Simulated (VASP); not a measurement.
Here is the system:

```
CELL_PARAMETERS angstrom
      2.72000     0.00000     0.00000
      0.00000     2.72000     0.00000
      0.00000     0.00000     3.71000
ATOMIC_POSITIONS crystal
  Fe 0.00000 0.00000 0.00000
  Pt 0.50000 0.50000 0.50000
```
Starting moments (μB, in the order of the record's atoms Fe Pt): 3.0 0.0.

Method: PW91 GGA, VASP's PBE PAW potentials (set 64) (plane waves; VASP). Settings: 520 eV cut-off, 12×12×9 Γ-centred mesh, first-order Methfessel-Paxton smearing of 0.10 eV, potentials Fe Pt.

Energy and stress use the plane-wave basis of the starting cell.

**Question.** The ions, cell shape and volume are relaxed. Give the cell that the relaxation ends in.

**Answer.** 
```
CELL_PARAMETERS angstrom
      2.72937     0.00000     0.00000
      0.00000     2.72937     0.00000
      0.00000     0.00000     3.76987
ATOMIC_POSITIONS crystal
  Fe 0.00000 0.00000 0.00000
  Pt 0.50000 0.50000 0.50000
```
Space group P4/mmm (123), at a tolerance of 0.03 Å. The cell ends with 3.23 μB, on the sites 2.88 0.33 μB.

**Question.** How do energy and volume change from the first to the last step?

**Answer.** The energy (σ→0) changes by -5.4 meV/atom and the volume by +2.3 %, in 6 ionic steps.

The compound is FePt in the L1_0 structure. This run relaxes it. Symmetry was kept, so distortions that lower it aren't found.
